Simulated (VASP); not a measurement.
Given:

```xyz
2
Lattice="0.0000 2.7080 2.7080 2.7080 0.0000 2.7080 2.7080 2.7080 0.0000" Properties=species:S:1:pos:R:3 pbc="T T T"
Al     0.0000     0.0000     0.0000
P      1.3540     1.3540     1.3540
```

Calculation: PBEsol GGA, VASP's PBE PAW potentials (set 64) (plane waves; VASP 6.6.1). Run with 520 eV cut-off, 8×8×8 Γ-centred mesh, Gaussian smearing of 0.050 eV, potentials Al P.

Q: Predict the energy per atom (σ→0), pressure, band gap (on the k-mesh) with the smallest direct gap where there is one.

A: 
| Property | Value |
|---|---|
| band gap (on the k-mesh) | 1.39 eV |
| smallest direct gap (on the k-mesh) | 3.41 eV |
| energy per atom (σ→0) | -5.492 eV/atom |
| pressure | 2.82 GPa |

The compound is AlP in the zinc blende structure. This cell is one point of a volume scan, at 0.97 of the reference volume.
